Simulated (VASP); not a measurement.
VASP ran on this input.

**POSCAR**
```
Mg
1
    1.4933824345    -2.5866147131     0.0000000000
    1.4933824345     2.5866147131     0.0000000000
    0.0000000000     0.0000000000     4.8432954138
Mg
2
Direct
  0.3333330000   0.6666670000   0.2500000000
  0.6666670000   0.3333330000   0.7500000000
```

KPOINTS:
```
Automatic mesh
0
Gamma
14 14 8
0 0 0
```

INCAR:
```
! general
SYSTEM   =  Mg
PREC     =  Accurate
ENCUT    =  500
LREAL    =  .False.
LASPH    =  .True.

! electronic loop
EDIFF    =  1E-6
NELM     =  100
ALGO     =  Normal

! smearing
ISMEAR   =  1
SIGMA    =  0.1

! functional
GGA      =  PS

! ions
IBRION   =  2
NSW      =  40
ISIF     =  3
EDIFFG   =  -0.02
PSTRESS  =  200

! output
LWAVE    =  .False.
LCHARG   =  .False.
```

POTCAR, in this order: Mg (PBE.64 set). Program: vasp_std.

### Question
Write an equivalent input for Ansatz.

### Answer
One equivalent input (not run):
Ansatz 0.2 input:
```yaml
crystal:
  lattice:
    - [1.4933824, -2.5866147, 0.0000000]
    - [1.4933824, 2.5866147, 0.0000000]
    - [0.0000000, 0.0000000, 4.8432954]
  atoms:
    - { symbol: Mg, position: [0.3333330, 0.6666670, 0.2500000] }
    - { symbol: Mg, position: [0.6666670, 0.3333330, 0.7500000] }
kpoints:
  mp_grid: { grid: [14, 14, 8] }
hamiltonian:
  xc: pbesol
  pseudopotentials: { kind: paw }
scf:
  occupations: { method: methfessel_paxton, width: 0.1 }
  max_iter: 100
relax:
  max_steps: 40
  f_tol: 0.02
  cell: { p_target: 20 }
output: { forces: true, stress: true, eigenvalues: true }
```
The two are equivalent in intent, not identical: each code has its own PAW files, so the cut-off isn't converted (ENCUT is set for VASP's; basis.ecutwfc is left out, and Ansatz then takes the one that its files recommend); Ansatz stops its SCF on the density residual and VASP on the energy change (EDIFF).

The compound is Mg in the hcp structure. This run relaxes it under an external pressure of 20 GPa. Symmetry was kept, so distortions that lower it aren't found.
